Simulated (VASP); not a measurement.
Consider the following.

```
CELL_PARAMETERS angstrom
      3.58816    -1.92458    -0.00815
      3.58816     1.92458    -0.00815
     -0.70074     0.00000    10.62677
ATOMIC_POSITIONS crystal
  Y  0.14291 0.14291 0.12887
  Y  0.85709 0.85709 0.87113
  C  0.57790 0.57790 0.96981
  C  0.42210 0.42210 0.03019
  I  0.17408 0.17408 0.67526
  I  0.82592 0.82592 0.32474
```

Method: PBEsol GGA, VASP's PBE PAW potentials (set 64) (plane waves; VASP). Settings: 520 eV cut-off, 10×10×4 Γ-centred mesh, tetrahedra with Blöchl corrections, potentials Y_sv C I.

The cores are frozen, which limits the accuracy of field gradients. Without a dispersion term in the relaxation, distances and binding between the weakly bound layers, chains or molecules are unreliable, and so is what depends on them.

Give the principal components of the electric field gradient (V/Å²) and the asymmetry η at each nucleus.

```tsv
atom	Vxx	Vyy	Vzz	η
Y1	34.1	20.8	-54.9	0.24
Y2	34.1	20.8	-54.9	0.24
C3	32.4	22.6	-55.1	0.18
C4	32.4	22.6	-55.1	0.18
I5	-47.4	-25.1	72.5	0.31
I6	-47.4	-25.1	72.5	0.31
```

The structure comes from a computed database's YCI entry (C2/m); how it stands against other phases isn't given here. It was relaxed first.
